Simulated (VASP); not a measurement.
Output of a VASP run:

**OUTCAR**
```
 ion  position               nearest neighbor table
   1  0.000  0.000  0.000-   4 1.84   5 1.84   4 1.84   5 1.84   3 1.86   6 1.86
   2  0.500  0.500  0.500-   3 1.84   6 1.84   3 1.84   6 1.84   5 1.86   4 1.86
   3  0.305  0.305  0.000-   2 1.84   2 1.84   1 1.86
   4  0.805  0.195  0.500-   1 1.84   1 1.84   2 1.86
   5  0.195  0.805  0.500-   1 1.84   1 1.84   2 1.86
   6  0.695  0.695  0.000-   2 1.84   2 1.84   1 1.86
  LATTYP: Found a simple tetragonal cell.
 ALAT       =     4.3120000000
 C/A-ratio  =     0.6522727273
 Subroutine PRICEL returns:
 Original cell was already a primitive cell.
 Subroutine GETGRP returns: Found 16 space group operations
The static configuration has the point symmetry D_2h.
 The point group associated with its full space group is D_4h.
The dynamic configuration has the point symmetry D_2h.
The overall configuration has the point symmetry D_2h.
 Subroutine INISYM returns: Found 16 space group operations
 Subroutine IBZKPT returns following result:
 Found      9 irreducible k-points:

 Following reciprocal coordinates:
            Coordinates               Weight
  0.000000  0.000000  0.000000      1.000000
  0.333333  0.000000  0.000000      4.000000
  0.333333  0.333333  0.000000      4.000000
  0.000000  0.000000  0.200000      2.000000
  0.333333  0.000000  0.200000      8.000000
  0.333333  0.333333  0.200000      8.000000
  0.000000  0.000000  0.400000      2.000000
  0.333333  0.000000  0.400000      8.000000
  0.333333  0.333333  0.400000      8.000000
   k-points           NKPTS =      9   k-points in BZ     NKDIM =      9   number of bands    NBANDS=     30
   number of dos      NEDOS =    301   number of ions     NIONS =      6
   total plane-waves  NPLWV =  14112
   dimension x,y,z NGX =    28 NGY =   28 NGZ =   18
   dimension x,y,z NGXF=    56 NGYF=   56 NGZF=   36
   ions per type =               2   4
   PREC   = accura    normal or accurate (medium, high low for compatibility)
   ISTART =      0    job   : 0-new  1-cont  2-samecut
   ICHARG =      2    charge: 1-file 2-atom 10-const
   ISPIN  =      2    spin polarized calculation?
   LNONCOLLINEAR =      F non collinear calculations
   LSORBIT =      F    spin-orbit coupling
   INIWAV =      1    electr: 0-lowe 1-rand  2-diag
   ENCUT  =  400.0 eV  29.40 Ry    5.42 a.u.   7.03  7.03  4.59*2*pi/ulx,y,z
   NELM   =    100;   NELMIN=  2; NELMDL= -5     # of ELM steps
   EDIFF  = 0.1E-05   stopping-criterion for ELM
   LREAL  =      F    real-space projection
   NLSPLINE    = F    spline interpolate recip. space projectors
   LMAXMIX     =    4 max onsite mixed and CHGCAR
   VOSKOWN=      0    Vosko Wilk Nusair interpolation
   EDIFFG = 0.1E-04   stopping-criterion for IOM
   NSW    =      0    number of steps for IOM
   NBLOCK =      1;   KBLOCK =      1    inner block; outer block
   IBRION =     -1    ionic relax: 0-MD 1-quasi-New 2-CG
   NFREE  =      0    steps in history (QN), initial steepest desc. (CG)
   ISIF   =      2    stress and relaxation
   ISYM   =      2    0-nonsym 1-usesym 2-fastsym
   TEIN   =    0.0    initial temperature
   TEBEG  =    0.0;   TEEND  =   0.0 temperature during run
   SMASS  =  -3.00    Nose mass-parameter (am)
   PSTRESS=    0.0 pullay stress
   NELECT =      50.0000    total number of electrons
   EFERMI =   0.00;   METHOD = LEGACY
   ISMEAR =    -1;   SIGMA  =   0.01  broadening in eV -4-tet -1-fermi 0-gaus
   IALGO  =     38    algorithm
   LDIAG  =      T    sub-space diagonalisation (order eigenvalues)
   IMIX   =      4    mixing-type and parameters
     AMIX     =   0.40;   BMIX     =  1.00
     AMIX_MAG =   1.60;   BMIX_MAG =  1.00
     AMIN     =   0.10
   GGA     = CA    functional components
   VOSKOWN =     0    Vosko Wilk Nusair interpolation
   LHFCALC =     F    Hartree Fock is set to
   LHFONE  =     F    Hartree Fock one center treatment
   AEXX    =    0.0000 exact exchange contribution
   IVDW    =     0    specifies the selected vdW correction
   LEPSILON=     F    determine dielectric tensor
   LRPA    =     F    only Hartree local field effects (RPA)
...
```

OSZICAR:
```
       N       E                     dE             d eps       ncg     rms          rms(c)
DAV:   1     0.576197235416E+03    0.57620E+03   -0.24635E+04  1136   0.173E+03
DAV:   2     0.384475305246E+01   -0.57235E+03   -0.53966E+03  1152   0.521E+02
DAV:   3    -0.663555515057E+02   -0.70200E+02   -0.68812E+02  1392   0.178E+02
DAV:   4    -0.687066616167E+02   -0.23511E+01   -0.23348E+01  1212   0.309E+01
DAV:   5    -0.687466127709E+02   -0.39951E-01   -0.39778E-01  1176   0.443E+00    0.489E+01
DAV:   6    -0.640807857412E+02    0.46658E+01   -0.15254E+02  1362   0.120E+02    0.491E+01
DAV:   7    -0.558480511943E+02    0.82327E+01   -0.10266E+02  1416   0.123E+02    0.214E+01
DAV:   8    -0.536323343282E+02    0.22157E+01   -0.82815E+00  1144   0.289E+01    0.747E+00
DAV:   9    -0.533388635121E+02    0.29347E+00   -0.15942E+00  1442   0.123E+01    0.241E+00
DAV:  10    -0.533467235408E+02   -0.78600E-02   -0.13233E-01  1146   0.303E+00    0.114E+00
DAV:  11    -0.533425630351E+02    0.41605E-02   -0.15752E-02  1176   0.103E+00    0.468E-01
DAV:  12    -0.533418262710E+02    0.73676E-03   -0.43804E-03  1392   0.841E-01    0.150E-01
DAV:  13    -0.533418170725E+02    0.91985E-05   -0.22400E-04  1140   0.139E-01    0.754E-02
DAV:  14    -0.533417915122E+02    0.25560E-04   -0.16834E-04  1176   0.945E-02    0.291E-02
DAV:  15    -0.533417902355E+02    0.12766E-05   -0.15179E-05  1134   0.531E-02    0.125E-02
DAV:  16    -0.533417896527E+02    0.58287E-06   -0.45176E-06   936   0.267E-02
   1 F= -.53341790E+02 E0= -.53341315E+02  d E =-.948818E-03  mag=     0.0000
```

OUTCAR:
```
------------------------ aborting loop because EDIFF is reached ----------------------------------------
  FORCE on cell =-STRESS in cart. coord.  units (eV):
  Direction    XX          YY          ZZ          XY          YZ          ZX
  --------------------------------------------------------------------------------------
  Total       -2.7485526     -2.7485526     -2.7529620     -0.0000000      0.0000000      0.0000000
  in kB      -84.2071865    -84.2071865    -84.3422764     -0.0000000      0.0000000      0.0000000
  external PRESSURE =     -84.2522165 kB  Pullay stress =       0.0000000 kB
  volume of cell :       52.30
      direct lattice vectors                 reciprocal lattice vectors
     4.312000000  0.000000000  0.000000000     0.231910946  0.000000000  0.000000000
     0.000000000  4.312000000  0.000000000     0.000000000  0.231910946  0.000000000
     0.000000000  0.000000000  2.812600000     0.000000000  0.000000000  0.355542914
 POSITION                                       TOTAL-FORCE (eV/Angst)
 -----------------------------------------------------------------------------------
      0.00000      0.00000      0.00000         0.000000      0.000000     -0.000000
      2.15600      2.15600      1.40630         0.000000      0.000000     -0.000000
      1.31516      1.31516      0.00000        -0.340018     -0.340018      0.000000
      3.47116      0.84084      1.40630        -0.340018      0.340018     -0.000000
      0.84084      3.47116      1.40630         0.340018     -0.340018      0.000000
      2.99684      2.99684      0.00000         0.340018      0.340018     -0.000000
 -----------------------------------------------------------------------------------
    total drift:                                0.000000      0.000000      0.000000
  FREE ENERGIE OF THE ION-ELECTRON SYSTEM (eV)
  ---------------------------------------------------
  free  energy   TOTEN  =       -53.3417896527 eV

  energy  without entropy=      -53.3408408343  energy(sigma->0) =      -53.34131524

 total charge

# of ion       s       p       d       tot
------------------------------------------
    1        0.382   6.528   5.051  11.961
    2        0.382   6.528   5.051  11.961
    3        1.585   3.469   0.000   5.054
    4        1.585   3.469   0.000   5.054
    5        1.585   3.469   0.000   5.054
    6        1.585   3.469   0.000   5.054
--------------------------------------------------
tot          7.104  26.932  10.101  44.137

 magnetization (x)

# of ion       s       p       d       tot
------------------------------------------
    1        0.010   0.014   2.034   2.058
    2       -0.010  -0.014  -2.034  -2.058
    3       -0.000  -0.032   0.000  -0.032
    4        0.000   0.032   0.000   0.032
    5        0.000   0.032   0.000   0.032
    6       -0.000  -0.032   0.000  -0.032
--------------------------------------------------
tot          0.000   0.000  -0.000  -0.000
```
(Selected blocks of OUTCAR.)

**POSCAR**
```
MnO2
1
    4.3120000000     0.0000000000     0.0000000000
    0.0000000000     4.3120000000     0.0000000000
    0.0000000000     0.0000000000     2.8126000000
Mn O
2 4
Direct
  0.0000000000   0.0000000000   0.0000000000
  0.5000000000   0.5000000000   0.5000000000
  0.3050000000   0.3050000000   0.0000000000
  0.8050000000   0.1950000000   0.5000000000
  0.1950000000   0.8050000000   0.5000000000
  0.6950000000   0.6950000000   0.0000000000
```

Problem. Write an INCAR and KPOINTS that could have produced this output.

Solution. This is not unique; one that fits is the input of the run itself, LDA (Ceperley-Alder, Perdew-Zunger), plane waves, VASP's LDA PAW potentials (set 64).

### INCAR
```
NELM=100
ALGO=Normal
LASPH=.True.
LORBIT=11   # lm-projected
MAGMOM=3.0 -3.0 0.0 0.0 0.0 0.0
ISIF=2
SYSTEM=MnO2
ENCUT=400   # plane-wave cut-off (eV)
LREAL=.False.
PREC=Accurate
SIGMA=0.01   # width (eV)
ISPIN=2   # spin-polarised
LCHARG=.False.
EDIFF=1E-6   # SCF stop (eV)
LMAXMIX=4   # l cut-off of mixed one-centre charges
LWAVE=.False.
ISMEAR=-1   # Fermi-Dirac
```

### KPOINTS
```
Automatic mesh
0
Gamma
3 3 5
0 0 0
```

POTCAR, in this order: Mn_pv O (LDA.64 set). Program: vasp_std.

At this cut-off the stress carries a Pulay error, which pulls relaxed volumes low.

The structure is a typed MnO2 crystal. The cell was not relaxed at this level, and its volume differs by -5.9 % from the start's. The k-mesh is coarse (spacing up to 0.49 per Å, 2π included), so the numbers may not be converged in it.
